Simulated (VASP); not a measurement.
**ZrC: the relaxed cell at several levels**

Which functional gives the lattice of ZrC as experiment finds it, and is a dearer one worth its cost? The levels: PBE, LDA, r2SCAN and PBE + D3(BJ). The start is a cell from a database of measured crystal structures.

Main program and level: VASP 6.6.1; PBE; plane waves and PAW (Zr_sv, C), in the first sound run; inputs show where later runs differ.

**1. Starting point**

Before any relaxation, the start is as follows. Symmetry: Fm-3m, No. 225, cubic system. The conventional cell has a = 4.700 Å, b = 4.700 Å, c = 4.700 Å, α = 90.00°, β = 90.00°, γ = 90.00°. Nearest to Zr lie 6 C at 2.35 Å. Nearest to C lie 6 Zr at 2.35 Å. Farther neighbours are not listed.

Coordinates:

```xyz
2
Lattice="0.0000 2.3502 2.3502 2.3502 0.0000 2.3502 2.3502 2.3502 0.0000" Properties=species:S:1:pos:R:3 pbc="T T T"
Zr    2.3502    2.3502    2.3502
C     0.0000    0.0000    0.0000
```

**2. Relaxation with PBE**

Properties are meant for the cell that this level of theory prefers, so cell and atoms are relaxed first (ISIF = 3) until forces and stress are small; EDIFFG sets the threshold. PBE, the usual starting point, adds the gradient of the density.

INCAR

```
SYSTEM = ZrC
PREC = Accurate
ENCUT = 560
EDIFF = 1E-06
NELM = 100
ISMEAR = -1
SIGMA = 0.05
LREAL = .FALSE.
ALGO = Normal
GGA = PE
NBANDS = 14
LASPH = .TRUE.
LORBIT = 11
LWAVE = .FALSE.
LCHARG = .FALSE.
KPAR = 2
IBRION = 2
NSW = 60
ISIF = 3
EDIFFG = -0.01
```

POSCAR

```
ZrC
1.0
    0.0000000000      2.3502110000      2.3502110000
    2.3502110000      0.0000000000      2.3502110000
    2.3502110000      2.3502110000      0.0000000000
Zr C
1 1
Direct
    0.5000000000      0.5000000000      0.5000000000
    0.0000000000      0.0000000000      0.0000000000
```

KPOINTS

```
Automatic mesh
0
Gamma
7 7 7
0 0 0
```

PAW data sets: Zr_sv and C (PBE family, release 64).

Command:

```
$ mpirun -np 2 vasp_std
```

The program printed:

```text
[banner, memory and clock lines left out]
running    2 mpi-ranks, on    1 nodes
 distrk:  each k-point on    1 cores,    2 groups
 distr:  one band on    1 cores,    1 groups

 POSCAR found type information on POSCAR ZrC
 POSCAR found :  2 types and       2 ions
 LDA part: xc-table for (Slater+PW92), standard interpolation
 POSCAR, INCAR and KPOINTS ok, starting setup
 FFT: planning ... GRIDC
 FFT: planning ... GRID_SOFT
 FFT: planning ... GRID
 WAVECAR not read
 entering main loop
       N       E                     dE             d eps       ncg     rms          rms(c)
DAV:   1     0.108402123297E+03    0.10840E+03   -0.90691E+03   560   0.122E+03
DAV:   2    -0.162057649351E+02   -0.12461E+03   -0.11682E+03   698   0.313E+02
DAV:   3    -0.227646806909E+02   -0.65589E+01   -0.65134E+01   954   0.621E+01
DAV:   4    -0.229256830936E+02   -0.16100E+00   -0.16091E+00   662   0.613E+00
DAV:   5    -0.229268795905E+02   -0.11965E-02   -0.11965E-02   756   0.596E-01    0.204E+01
DAV:   6    -0.195753583938E+02    0.33515E+01   -0.79790E+00   656   0.244E+01    0.722E+00
DAV:   7    -0.194713768006E+02    0.10398E+00   -0.65038E-01   614   0.621E+00    0.615E+00
DAV:   8    -0.194853577406E+02   -0.13981E-01   -0.31578E-01   664   0.455E+00    0.447E+00
DAV:   9    -0.194572822470E+02    0.28075E-01   -0.74130E-02   620   0.206E+00    0.297E-01
DAV:  10    -0.194580774685E+02   -0.79522E-03   -0.34731E-03   736   0.573E-01    0.528E-01
DAV:  11    -0.194577089518E+02    0.36852E-03   -0.11819E-03   644   0.292E-01    0.508E-02
DAV:  12    -0.194577054919E+02    0.34600E-05   -0.22097E-05   710   0.349E-02    0.992E-03
DAV:  13    -0.194577046974E+02    0.79448E-06   -0.90839E-07   476   0.768E-03
   1 F= -.19457705E+02 E0= -.19455870E+02  d E =-.194577E+02
 curvature:   0.00 expect dE= 0.000E+00 dE for cont linesearch  0.000E+00
 trial: gam= 0.00000 g(F)=  0.624E-59 g(S)=  0.362E-02 ort = 0.000E+00 (trialstep = 0.100E+01)
 search vector abs. value=  0.362E-02
 bond charge predicted
       N       E                     dE             d eps       ncg     rms          rms(c)
DAV:   1    -0.194814475109E+02   -0.23742E-01   -0.82332E-01   614   0.932E+00    0.199E+00
DAV:   2    -0.194599213689E+02    0.21526E-01   -0.52515E-02   662   0.260E+00    0.573E-01
DAV:   3    -0.194556436605E+02    0.42777E-02   -0.19658E-02   836   0.102E+00    0.150E-01
DAV:   4    -0.194560919999E+02   -0.44834E-03   -0.10785E-03   946   0.239E-01    0.170E-01
DAV:   5    -0.194564958440E+02   -0.40384E-03   -0.23813E-04   916   0.955E-02    0.404E-02
DAV:   6    -0.194565781305E+02   -0.82286E-04   -0.19945E-04   874   0.855E-02    0.142E-02
DAV:   7    -0.194565782655E+02   -0.13502E-06   -0.39564E-06   582   0.200E-02
   2 F= -.19456578E+02 E0= -.19454616E+02  d E =0.112643E-02
 trial-energy change:    0.001126  1 .order    0.001070   -0.003620    0.005760
 step:   0.3774(harm=  0.3859)  dis= 0.00000  next Energy=   -19.458385 (dE=-0.680E-03)
 bond charge predicted
       N       E                     dE             d eps       ncg     rms          rms(c)
DAV:   1    -0.194681369167E+02   -0.11559E-01   -0.32096E-01   614   0.579E+00    0.125E+00
DAV:   2    -0.194595709371E+02    0.85660E-02   -0.19154E-02   650   0.158E+00    0.355E-01
DAV:   3    -0.194579601746E+02    0.16108E-02   -0.81204E-03   838   0.656E-01    0.106E-01
DAV:   4    -0.194581593453E+02   -0.19917E-03   -0.34251E-04   920   0.133E-01    0.106E-01
DAV:   5    -0.194583535792E+02   -0.19423E-03   -0.13128E-04   904   0.680E-02    0.152E-02
DAV:   6    -0.194583795893E+02   -0.26010E-04   -0.52317E-05   934   0.470E-02    0.883E-03
DAV:   7    -0.194583813807E+02   -0.17914E-05   -0.11819E-06   466   0.124E-02    0.129E-03
DAV:   8    -0.194583815974E+02   -0.21673E-06   -0.66997E-08   352   0.289E-03
   3 F= -.19458382E+02 E0= -.19456498E+02  d E =-.676900E-03
 curvature:  -0.19 expect dE=-0.105E-07 dE for cont linesearch -0.105E-07
 trial: gam=-0.00386 g(F)=  0.120E-60 g(S)=  0.545E-07 ort = 0.140E-04 (trialstep = 0.875E+00)
 search vector abs. value=  0.101E-09
 reached required accuracy - stopping structural energy minimisation
```

The job ended after 14 s (2 MPI ranks of Intel Xeon Platinum 8375C at 2.90GHz (Ice Lake), shared host; peak memory 0.3 GiB; 27 s of CPU time).

Lines that name or quote the potential files are left out of all logs, and their timing lines are given in words.

From OUTCAR (step 2):

```text
ion  position               nearest neighbor table
   1  0.500  0.500  0.500-   2 2.35   2 2.35   2 2.35   2 2.35   2 2.35   2 2.35
   2  0.000  0.000  0.000-   1 2.35   1 2.35   1 2.35   1 2.35   1 2.35   1 2.35

  LATTYP: Found a face centered cubic cell.
 ALAT       =     4.7004220000

 Subroutine GETGRP returns: Found 48 space group operations
 (whereof 48 operations were pure point group operations)

The static configuration has the point symmetry O_h .

 Found     20 irreducible k-points:

   k-points           NKPTS =     20   k-points in BZ     NKDIM =     20   number of bands    NBANDS=     14

   dimension x,y,z NGX =    28 NGY =   28 NGZ =   28
   dimension x,y,z NGXF=    56 NGYF=   56 NGZF=   56

   ENCUT  =  560.0 eV  41.16 Ry    6.42 a.u.   6.41  6.41  6.41*2*pi/ulx,y,z

   NELECT =      16.0000    total number of electrons

 k-points in reciprocal lattice and weights: Automatic mesh
   0.00000000  0.00000000  0.00000000       0.003
   0.14285714  0.00000000  0.00000000       0.023
   0.28571429  0.00000000  0.00000000       0.023
   0.42857143  0.00000000  0.00000000       0.023
   0.14285714  0.14285714  0.00000000       0.017
   0.28571429  0.14285714  0.00000000       0.070
   0.42857143  0.14285714  0.00000000       0.070
  -0.42857143  0.14285714  0.00000000       0.070
  -0.28571429  0.14285714  0.00000000       0.070
[...]
-0.42857143  0.42857143  0.14285714       0.070
  -0.28571429  0.42857143  0.14285714       0.070

 average (electrostatic) potential at core
       1 -73.3716       2 -44.1214

 E-fermi :   9.4961

 k-point     1 :       0.0000    0.0000    0.0000
  band No.  band energies     occupation
      1     -38.5870      2.00000
      2     -16.3016      2.00000
      3     -16.3016      2.00000
      4     -16.3016      2.00000
      5      -1.7390      2.00000
      6      10.4804      0.00000
      7      10.4804      0.00000
      8      10.4804      0.00000
      9      10.6342      0.00000
     10      10.6342      0.00000
    ...

 k-point     2 :       0.1429    0.0000    0.0000
  band No.  band energies     occupation
    ...
      4     -16.3164      2.00000
      5      -1.2945      2.00000
      6       8.5083      2.00000
      7       8.9451      1.99997
      8       8.9451      1.99997
      9      11.2381      0.00000
     10      11.2381      0.00000
     11      11.6929      0.00000
     12      14.2063      0.00000
     13      14.2063      0.00000
    ...

 k-point     3 :       0.2857    0.0000    0.0000
  band No.  band energies     occupation
    ...
      4     -16.3493      2.00000
      5      -0.1738      2.00000
      6       6.2855      2.00000
      7       7.4940      2.00000
      8       7.4940      2.00000
      9      12.4422      0.00000
     10      12.4422      0.00000
     11      12.5822      0.00000
     12      16.9616      0.00000
     13      16.9616      0.00000
    ...

  Total        0.0008677      0.0008677      0.0008677     -0.0000000      0.0000000     -0.0000000
  in kB        0.0532180      0.0532180      0.0532180     -0.0000000      0.0000000     -0.0000000
  external PRESSURE =       0.0532180 kB  Pullay stress =       0.0000000 kB

  energy-cutoff  :      560.00
  volume of cell :       26.12
      direct lattice vectors                 reciprocal lattice vectors
     0.000000000  2.354996736  2.354996736    -0.212314519  0.212314519  0.212314519
     2.354996736  0.000000000  2.354996736     0.212314519 -0.212314519  0.212314519
     2.354996736  2.354996736 -0.000000000     0.212314519  0.212314519 -0.212314519

 POSITION                                       TOTAL-FORCE (eV/Angst)
 -----------------------------------------------------------------------------------
      2.35500      2.35500      2.35500         0.000000      0.000000      0.000000
      0.00000      0.00000      0.00000        -0.000000      0.000000     -0.000000
 -----------------------------------------------------------------------------------
    total drift:                                0.000000      0.000000      0.000000

  FREE ENERGIE OF THE ION-ELECTRON SYSTEM (eV)
  ---------------------------------------------------
  free  energy   TOTEN  =       -19.4583815974 eV

  energy  without entropy=      -19.4546137803  energy(sigma->0) =      -19.45649769

 reached required accuracy - stopping structural energy minimisation

 total charge
# of ion       s       p       d       tot
------------------------------------------
    1        2.173   6.041   1.619   9.833
    2        0.884   1.473   0.000   2.356
--------------------------------------------------
tot          3.057   7.514   1.619  12.190

[... 3 further parts left out ...]
```

CONTCAR:

```
ZrC
   1.00000000000000
     0.0000000000000000    2.3549967359920214    2.3549967359920214
     2.3549967359920214    0.0000000000000000    2.3549967359920214
     2.3549967359920214    2.3549967359920214   -0.0000000000000000
  Zr              C
     1     1
Direct
     0.5000000000000000    0.5000000000000000    0.5000000000000000
     0.0000000000000000    0.0000000000000000    0.0000000000000000
```

The k-mesh is coarse for a metal. The run keeps the 48 symmetry operations of its start, so it cannot find a distortion of lower symmetry.

The steps of the relaxation:

| step | energy less that of the first step (eV) | largest force (eV/Å) | pressure (GPa) | volume (Å³) |
| --- | --- | --- | --- | --- |
| 1 | 0.0000 | 0.0000 | 1.38 | 25.96 |
| 2 | 0.0011 | 0.0000 | -2.16 | 26.39 |
| 3 | -0.0007 | 0.0000 | 0.01 | 26.12 |

| conventional cell, symmetrised | before | after | change |
| --- | --- | --- | --- |
| a (Å) | 4.700 | 4.710 | +0.2 % |
| b (Å) | 4.700 | 4.710 | +0.2 % |
| c (Å) | 4.700 | 4.710 | +0.2 % |
| volume (Å³/atom) | 12.98 | 13.06 | +0.6 % |

The relaxed structure:

```
Zr C
1.0
     0.00000    2.35500    2.35500
     2.35500    0.00000    2.35500
     2.35500    2.35500    0.00000
Zr C
1 1
Direct
  0.50000 0.50000 0.50000
  0.00000 0.00000 0.00000
```

This step gave:

```yaml
electrons: 16
bands: 14
irreducible_k_points: 20
symmetry_operations: 48
free_energy_toten: -19.46 eV
energy_at_zero_smearing: -19.46 eV
fermi_energy: 9.496 eV
pressure: 0.005322 GPa
metallic: yes
scf_cycles_over_all_ionic_steps: 28
```

It ends with forces that vanish by symmetry and a pressure of 0.01 GPa. The volume lies +0.6 % from that of the database's start. The conventional cell has a = 4.710 Å.

**3. Relaxation with LDA**

This step: LDA; plane waves and PAW (Zr_sv, C) (VASP 6.6.1).

LDA, the lowest rung, knows the local density alone.

Changes to INCAR since step 2:

```diff
@@ -9,3 +9,3 @@
 ALGO = Normal
-GGA = PE
+GGA = CA
 NBANDS = 14
```

POSCAR is that of step 2.

KPOINTS is that of step 2.

Command:

```
$ mpirun -np 2 vasp_std
```

The program printed:

```text
[banner, memory and clock lines left out]
running    2 mpi-ranks, on    1 nodes
 distrk:  each k-point on    1 cores,    2 groups
 distr:  one band on    1 cores,    1 groups

 POSCAR found type information on POSCAR ZrC
 POSCAR found :  2 types and       2 ions
|                                                                             |
|               ----> ADVICE to this user running VASP <----                  |
|                                                                             |
|     You enforced a specific xc type in the INCAR file but a different       |
|     [... a line on the potential file left out ...]
|     I HOPE YOU KNOW WHAT YOU ARE DOING!                                     |
|                                                                             |

 LDA part: xc-table for (Slater(with rela. corr.)+CA(PZ))
 , standard interpolation
 POSCAR, INCAR and KPOINTS ok, starting setup
 FFT: planning ... GRIDC
 FFT: planning ... GRID_SOFT
 FFT: planning ... GRID
 WAVECAR not read
 entering main loop
       N       E                     dE             d eps       ncg     rms          rms(c)
DAV:   1     0.106043262027E+03    0.10604E+03   -0.90508E+03   560   0.122E+03
DAV:   2    -0.180303271504E+02   -0.12407E+03   -0.11631E+03   698   0.312E+02
DAV:   3    -0.245554055554E+02   -0.65251E+01   -0.64779E+01   940   0.620E+01
DAV:   4    -0.247344206330E+02   -0.17902E+00   -0.17892E+00   670   0.626E+00
DAV:   5    -0.247355270428E+02   -0.11064E-02   -0.11064E-02   748   0.594E-01    0.211E+01
DAV:   6    -0.214926792114E+02    0.32428E+01   -0.78646E+00   656   0.242E+01    0.794E+00
DAV:   7    -0.213378022210E+02    0.15488E+00   -0.64184E-01   626   0.641E+00    0.667E+00
DAV:   8    -0.213332978480E+02    0.45044E-02   -0.34333E-01   656   0.435E+00    0.429E+00
DAV:   9    -0.213060108904E+02    0.27287E-01   -0.86449E-02   620   0.204E+00    0.542E-01
DAV:  10    -0.213062291404E+02   -0.21825E-03   -0.23056E-03   788   0.505E-01    0.407E-01
DAV:  11    -0.213060049763E+02    0.22416E-03   -0.87702E-04   650   0.241E-01    0.475E-02
DAV:  12    -0.213060013119E+02    0.36644E-05   -0.18942E-05   722   0.305E-02    0.126E-02
DAV:  13    -0.213060007059E+02    0.60599E-06   -0.16219E-06   610   0.974E-03
   1 F= -.21306001E+02 E0= -.21304346E+02  d E =-.213060E+02
 curvature:   0.00 expect dE= 0.000E+00 dE for cont linesearch  0.000E+00
 trial: gam= 0.00000 g(F)=  0.183E-58 g(S)=  0.114E+00 ort = 0.000E+00 (trialstep = 0.100E+01)
 search vector abs. value=  0.114E+00
 bond charge predicted
       N       E                     dE             d eps       ncg     rms          rms(c)
DAV:   1    -0.221160858227E+02   -0.81008E+00   -0.27586E+01   608   0.538E+01    0.132E+01
DAV:   2    -0.213531033664E+02    0.76298E+00   -0.14409E+00   616   0.140E+01    0.361E+00
DAV:   3    -0.212243573274E+02    0.12875E+00   -0.81942E-01   824   0.676E+00    0.146E+00
DAV:   4    -0.212422180532E+02   -0.17861E-01   -0.17428E-02   796   0.987E-01    0.100E+00
DAV:   5    -0.212584702011E+02   -0.16252E-01   -0.30996E-02   882   0.895E-01    0.153E-01
DAV:   6    -0.212586938531E+02   -0.22365E-03   -0.56735E-04   724   0.244E-01    0.855E-02
DAV:   7    -0.212587306173E+02   -0.36764E-04   -0.11549E-04   718   0.123E-01    0.102E-02
DAV:   8    -0.212587292488E+02    0.13685E-05   -0.37614E-06   672   0.189E-02    0.179E-03
DAV:   9    -0.212587295080E+02   -0.25921E-06   -0.39341E-07   394   0.396E-03
   2 F= -.21258730E+02 E0= -.21257523E+02  d E =0.472712E-01
[...]
3 F= -.21327396E+02 E0= -.21325982E+02  d E =-.213951E-01
 curvature:  -0.17 expect dE=-0.724E-05 dE for cont linesearch -0.724E-05
 ZBRENT: interpolating
 opt :   0.3695  next Energy=   -21.327403 (dE=-0.214E-01)
 bond charge predicted
       N       E                     dE             d eps       ncg     rms          rms(c)
DAV:   1    -0.213274473116E+02   -0.51661E-04   -0.14209E-03   620   0.389E-01    0.906E-02
DAV:   2    -0.213274091880E+02    0.38124E-04   -0.91390E-05   650   0.110E-01    0.253E-02
DAV:   3    -0.213274018652E+02    0.73228E-05   -0.37171E-05   852   0.454E-02    0.795E-03
DAV:   4    -0.213274026761E+02   -0.81093E-06   -0.10977E-06   538   0.835E-03
   4 F= -.21327403E+02 E0= -.21325993E+02  d E =-.214020E-01
 curvature:  -0.17 expect dE=-0.412E-06 dE for cont linesearch -0.412E-06
 trial: gam=-0.00465 g(F)=  0.889E-59 g(S)=  0.248E-05 ort = 0.532E-03 (trialstep = 0.874E+00)
 search vector abs. value=  0.154E-09
 reached required accuracy - stopping structural energy minimisation
```

It took 16 s on 2 MPI ranks; peak memory 0.29 GiB.

Parts of OUTCAR (step 3):

```text
The static configuration has the point symmetry O_h .

 Found     20 irreducible k-points:

   NELECT =      16.0000    total number of electrons

 E-fermi :   9.7255

 k-point     1 :       0.0000    0.0000    0.0000
  band No.  band energies     occupation
      1     -37.9253      2.00000
      2     -15.7603      2.00000
      3     -15.7603      2.00000
      4     -15.7603      2.00000
      5      -1.5191      2.00000
      6      10.6960      0.00000
      7      10.6960      0.00000
      8      10.6960      0.00000
      9      10.7831      0.00000
     10      10.7831      0.00000
    ...

 k-point     2 :       0.1429    0.0000    0.0000
  band No.  band energies     occupation
    ...
      4     -15.7775      2.00000
      5      -1.0375      2.00000
      6       8.6621      2.00000
      7       9.0902      1.99999
      8       9.0902      1.99999
      9      11.4250      0.00000
     10      11.4250      0.00000
     11      11.9278      0.00000
     12      14.5876      0.00000
     13      14.5876      0.00000
    ...

  Total       -0.0058600     -0.0058600     -0.0058600      0.0000000      0.0000000      0.0000000
  in kB       -0.3740426     -0.3740426     -0.3740426      0.0000000      0.0000000      0.0000000
  external PRESSURE =      -0.3740426 kB  Pullay stress =       0.0000000 kB

  energy-cutoff  :      560.00
  volume of cell :       25.10
      direct lattice vectors                 reciprocal lattice vectors
     0.000000000  2.323914914  2.323914914    -0.215154177  0.215154177  0.215154177
     2.323914914  0.000000000  2.323914914     0.215154177 -0.215154177  0.215154177
     2.323914914  2.323914914  0.000000000     0.215154177  0.215154177 -0.215154177

 POSITION                                       TOTAL-FORCE (eV/Angst)
 -----------------------------------------------------------------------------------
      2.32391      2.32391      2.32391         0.000000     -0.000000     -0.000000
      0.00000      0.00000      0.00000        -0.000000      0.000000      0.000000
 -----------------------------------------------------------------------------------
    total drift:                                0.000000      0.000000      0.000000

  FREE ENERGIE OF THE ION-ELECTRON SYSTEM (eV)
  ---------------------------------------------------
  free  energy   TOTEN  =       -21.3274026761 eV

  energy  without entropy=      -21.3245834542  energy(sigma->0) =      -21.32599307

 total charge
# of ion       s       p       d       tot
------------------------------------------
    1        2.184   6.048   1.701   9.933
    2        0.872   1.490   0.000   2.362
--------------------------------------------------
tot          3.056   7.538   1.701  12.295

[... 8 parts as in an earlier step ...]

[... 5 further parts left out ...]
```

The PAW data sets were made with PBE, though LDA sets exist; this is a small mismatch.

Relaxation path:

| step | energy less that of the first step (eV) | largest force (eV/Å) | pressure (GPa) | volume (Å³) |
| --- | --- | --- | --- | --- |
| 1 | 0.0000 | 0.0000 | -7.75 | 25.96 |
| 2 | 0.0473 | 0.0000 | 16.17 | 23.67 |
| 3 | -0.0214 | 0.0000 | -0.15 | 25.12 |
| 4 | -0.0214 | 0.0000 | -0.04 | 25.10 |

| conventional cell, symmetrised | before | after | change |
| --- | --- | --- | --- |
| a (Å) | 4.700 | 4.648 | -1.1 % |
| b (Å) | 4.700 | 4.648 | -1.1 % |
| c (Å) | 4.700 | 4.648 | -1.1 % |
| volume (Å³/atom) | 12.98 | 12.55 | -3.3 % |

The relaxed structure:

```
Zr C
1.0
     0.00000    2.32391    2.32391
     2.32391    0.00000    2.32391
     2.32391    2.32391    0.00000
Zr C
1 1
Direct
  0.50000 0.50000 0.50000
  0.00000 0.00000 0.00000
```

Numbers from this step:

* free energy (TOTEN): -21.33 eV
* energy at zero smearing: -21.33 eV
* Fermi energy: 9.726 eV
* pressure: -0.03740 GPa
* SCF cycles over all ionic steps: 35

It ends at 12.55 Å³/atom, -3.3 % from the start, with -0.04 GPa left. The conventional cell has a = 4.648 Å.

(Part 1 of 2 ends here.)

[Lines on the potential files, build, host, timing and source positions are cut from VASP's logs without a mark.]

[Logs are printed without paths, hosts, clocks, repeated set-up lines and the standing remarks that a program may print on its own settings, such as how far it seeks lower states.]

[Hosts, paths, dates, database ids (printed as entryN), source tags and the programs' standing remarks are cut or masked in the printed files.]

[A measured line is paired with the nearest computed mode of its activity, which favours agreement.]
